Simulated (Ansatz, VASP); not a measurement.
# Ti in two plane-wave programs, part 2 of 2

One calculation is typed for both programs; each brings its own data sets. How far apart do they land? The structure shown is frame 250 of Ansatz's trajectory.

VASP 6.6.1 and Ansatz 0.2.0.

So far: Set-up; Ansatz: dynamics, PBE.

**3. VASP: single point, PBE**

Level of this step: PBE; plane waves and PAW (Ti_sv) (VASP).

The same cell, functional, mesh and smearing now go to VASP, with its own data sets.

Lines of VASP's logs that name or quote its potential files are left out, and so is its time.

Input file INCAR:

```
SYSTEM = Ti
PREC = Accurate
ENCUT = 400
EDIFF = 1E-06
NELM = 120
ISMEAR = -1
SIGMA = 0.172
LREAL = Auto
ALGO = Normal
GGA = PE
NBANDS = 336
LASPH = .TRUE.
LORBIT = 11
LWAVE = .FALSE.
LCHARG = .FALSE.
ISIF = 2
GGA_COMPAT = .FALSE.
NCORE = 2
```

Input file POSCAR:

```
Ti
1.0
    9.7550000000      0.0000000000      0.0000000000
    0.0000000000      9.7550000000      0.0000000000
    0.0000000000      0.0000000000      9.7550000000
Ti
48
Direct
    0.1401742696      0.9141465915      0.7214249103
    0.4201127627      0.3252178370      0.1909994874
    0.2415889288      0.0242234751      0.9586673501
    0.0978370067      0.1000205023      0.4879548949
    0.4367196310      0.8053203485      0.7393131727
    0.7877293696      0.1113275243      0.7519938493
    0.7093490518      0.1089185033      0.1754792414
    0.1840389544      0.1299538698      0.2168939006
    0.9323833931      0.5975397232      0.6047667863
    0.5214966684      0.2242644798      0.9058226550
    0.3967093798      0.5005740646      0.4496053306
    0.7641619682      0.7953254741      0.6949666838
    0.3001537673      0.1705894413      0.6295643260
    0.3005228088      0.8650128139      0.4855151205
    0.5962173244      0.8171706817      0.4819887237
    0.7353664787      0.8492055356      0.2401947719
    0.9418964634      0.6695438237      0.1585135828
    0.1622039979      0.6461301896      0.3331727319
    0.7537467965      0.0627575602      0.4985135828
    0.4567606356      0.6663249616      0.2810456176
    0.9362275756      0.7725679139      0.9031368529
    0.4566888775      0.9443157355      0.2669195284
    0.6719425935      0.9498206048      0.9542901076
    0.7689492568      0.3609738596      0.0459456689
    0.6854228601      0.7143311123      0.9700563813
    0.2455663762      0.2879548949      0.9169964121
    0.1720553562      0.8397642235      0.1645720144
    0.2411173757      0.7070527934      0.9181342901
    0.9914607893      0.4793644285      0.9429830856
    0.7518503332      0.5939825730      0.2945156330
    0.6684059457      0.5019169657      0.8160943106
    0.9480574065      0.8103024090      0.4066324962
    0.8285904664      0.3505894413      0.5562275756
    0.1524756535      0.3800102512      0.4187903639
    0.9541158380      0.1752742183      0.9866837519
    0.3907739621      0.4668785238      0.7843977447
    0.5266529985      0.5106406971      0.0307534598
    0.4273603280      0.1769041517      0.3969246540
    0.2072578165      0.6030138391      0.6642029728
    0.0415889288      0.2724859047      0.7227883137
    0.5487134803      0.0314607893      0.6550896976
    0.9467042542      0.0442747309      0.2447052793
    0.6987186058      0.3368631471      0.3129062019
    0.6412096361      0.5893593029      0.5375192209
    0.5683546899      0.3210353665      0.6112455151
    0.4732752435      0.8063557150      0.0413018965
    0.2320656074      0.5010558688      0.1400512558
    0.9929984623      0.3606048180      0.2330189646
```

Input file KPOINTS:

```
Automatic mesh
0
Gamma
1 1 1
0 0 0
```

PAW data sets: Ti_sv (PBE family, release 64).

Run with:

```sh
> mpirun -np 8 vasp_gam
```

Numbers of over 12 decimals in the logs are rounded to 6 here.

The program printed:

```text
[banner, memory and clock lines left out]
running    8 mpi-ranks, on    1 nodes
[...]
LDA part: xc-table for (Slater+PW92), standard interpolation
 POSCAR, INCAR and KPOINTS ok, starting setup
[...]
entering main loop
       N       E                     dE             d eps       ncg     rms          rms(c)
DAV:   1     0.949248077752E+04    0.94925E+04   -0.28100E+05   680   0.198E+03
DAV:   2     0.105768933765E+04   -0.84348E+04   -0.83185E+04   672   0.676E+02
DAV:   3    -0.117853506441E+03   -0.11755E+04   -0.11249E+04   976   0.224E+02
DAV:   4    -0.368507130779E+03   -0.25065E+03   -0.24142E+03  1008   0.791E+01
[...]
DAV:  42    -0.357932339516E+03   -0.11437E-05   -0.11461E-05   384   0.250E-04    0.107E-04
DAV:  43    -0.357932340558E+03   -0.10420E-05   -0.10409E-05   384   0.173E-04    0.114E-04
DAV:  44    -0.357932341483E+03   -0.92520E-06   -0.92790E-06   384   0.133E-04
   1 F= -.35793234E+03 E0= -.35382878E+03  d E =-.820711E+01
```

From OUTCAR (step 3):

```text
  Total      -26.8041313    -24.2559997    -19.7786205      4.0481050     -5.5780438     -1.6822051
  in kB      -46.2626491    -41.8646957    -34.1369534      6.9868357     -9.6274369     -2.9034056
  external PRESSURE =     -40.7547661 kB  Pullay stress =       0.0000000 kB

 POSITION                                       TOTAL-FORCE (eV/Angst)
 -----------------------------------------------------------------------------------
      1.36740      8.91750      7.03750        -0.631252     -0.074796     -0.646656
      4.09820      3.17250      1.86320         0.357085     -0.798092     -0.069756
      2.35670      0.23630      9.35180         0.631184     -0.931411      0.128940
      0.95440      0.97570      4.76000        -1.309456     -0.493961     -0.415985
      4.26020      7.85590      7.21200        -0.103188     -1.127691      0.794517
      7.68430      1.08600      7.33570         0.682507      0.646913      1.072610
      6.91970      1.06250      1.71180        -1.540342      0.912056     -0.025496
      1.79530      1.26770      2.11580         1.410208      1.075779     -0.175958
      9.09540      5.82900      5.89950         0.260360     -0.275473      0.178404
      5.08720      2.18770      8.83630         0.320902     -0.204731     -0.113593
      3.86990      4.88310      4.38590        -0.492401     -0.735945      0.553016
      7.45440      7.75840      6.77940        -0.213623      1.365079      0.153346
      2.92800      1.66410      6.14140        -0.020845      0.482158      1.372423
      2.93160      8.43820      4.73620        -0.123449      0.413064      0.051318
[...]
-----------------------------------------------------------------------------------
    total drift:                               -0.004674     -0.000310      0.005991

  FREE ENERGIE OF THE ION-ELECTRON SYSTEM (eV)
  ---------------------------------------------------
  free  energy   TOTEN  =      -357.9323414830 eV

  energy  without entropy=     -349.7252265315  energy(sigma->0) =     -353.82878401

[... 3 further parts left out ...]
[key lines of the parts left out:]
E-fermi :   7.0087
```

The run ends at a pressure of -4.08 GPa, with forces up to 2.7 eV/Å.

**4. Comparison**

Known differences besides the potentials themselves: the cutoff is 420 eV in Ansatz and 400 eV in VASP (PREC = Accurate, projectors in real space). Total energies have different zeros and are not compared.

Forces on 8 of the 48 atoms, those with the largest forces and the largest differences (eV/Å; atoms numbered as in POSCAR):

| atom | Ansatz x, y, z | VASP x, y, z |
| --- | --- | --- |
| Ti15 | -0.359, 1.273, -0.451 | -0.371, 1.307, -0.463 |
| Ti18 | -0.344, -0.343, 1.945 | -0.337, -0.339, 1.954 |
| Ti19 | 0.765, 0.409, -2.130 | 0.768, 0.408, -2.140 |
| Ti23 | 0.934, 1.665, -0.655 | 0.938, 1.706, -0.661 |
| Ti25 | 1.417, -2.201, 0.237 | 1.435, -2.231, 0.233 |
| Ti31 | 1.582, -0.727, -1.768 | 1.585, -0.727, -1.776 |
| Ti44 | 0.193, -1.539, 1.290 | 0.205, -1.572, 1.308 |
| Ti46 | -2.265, 0.345, 0.365 | -2.286, 0.337, 0.369 |

The forces differ by 8.9 meV/Å r.m.s., which is 1.1 % of the r.m.s. force of 0.809 eV/Å (both taken over all components).

**5. What came out**

* r.m.s. force difference (single point, PBE): 1.1 % of the r.m.s. force

In words: The r.m.s. force difference is 1.1 % of the r.m.s. force (single point, PBE), within the 3 % picked in this series as the mark of a large difference. 2 further runs of this series are not shown here. Such differences can come from data sets, numerical settings and the points named under the comparisons, not from the functional's error against experiment.

[Lines on the potential files, build, host, timing and source positions are cut from VASP's logs without a mark.]

[Logs are printed without paths, hosts, clocks, repeated set-up lines and the standing remarks that a program may print on its own settings, such as how far it seeks lower states.]

[Hosts, paths, dates, database ids (printed as entryN), source tags and the programs' standing remarks are cut or masked in the printed files.]
